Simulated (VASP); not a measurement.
Here is the system:

```yaml
crystal:
  lattice:
    - [0.00000, 2.99453, 2.99453]
    - [2.99453, 0.00000, 2.99453]
    - [2.99453, 2.99453, 0.00000]
  atoms:
    - { symbol: Pb, position: [0.00000, 0.00000, 0.00000] }
    - { symbol: F, position: [0.25000, 0.25000, 0.25000] }
    - { symbol: F, position: [0.75000, 0.75000, 0.75000] }
```

Level of theory: optB86b-vdW, VASP's PBE PAW potentials (set 64) (plane waves; VASP 6.6.1). Settings: 520 eV cut-off, 7×7×7 Γ-centred mesh, Gaussian smearing of 0.050 eV, potentials Pb_d F.

Q: Predict the energy per atom (σ→0), pressure.

A: 
The energy per atom (σ→0) comes out as -2.477 eV/atom and the pressure comes out as -1.99 GPa.

The absolute energy has meaning only against runs of the same code, potentials and settings.

The compound is PbF2 in the fluorite structure, the β form. This cell is one point of a volume scan, at 1.03 of the reference volume.
